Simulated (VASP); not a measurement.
Data:

```yaml
crystal:
  lattice:
    - [2.98386, 0.00000, 0.00000]
    - [-1.49193, 2.58410, 0.00000]
    - [0.00000, 0.00000, 4.33449]
  atoms:
    - { symbol: Mg, position: [0.00000, 0.00000, 0.50000] }
    - { symbol: Zn, position: [0.66667, 0.33333, 0.00000] }
```

Method: LDA (Ceperley-Alder, Perdew-Zunger), VASP's LDA PAW potentials (set 64) (plane waves; VASP). Numerical set-up: 400 eV cut-off, 13×13×8 Γ-centred mesh, first-order Methfessel-Paxton smearing of 0.10 eV, potentials Mg Zn.

Predict the energy per atom (σ→0), band gap (on the k-mesh) with the smallest direct gap where there is one.

```yaml
band gap (on the k-mesh): none (metal, semimetal or under 0.01 eV)
energy per atom (σ→0): -1.889 eV/atom
```

Only differences to runs with the same potentials and settings are physical.

The structure comes from a computed database's MgZn entry (P-6m2); how it stands against other phases isn't given here. It was relaxed first, which changed the volume by -10 %. The start is the result of an earlier pass.
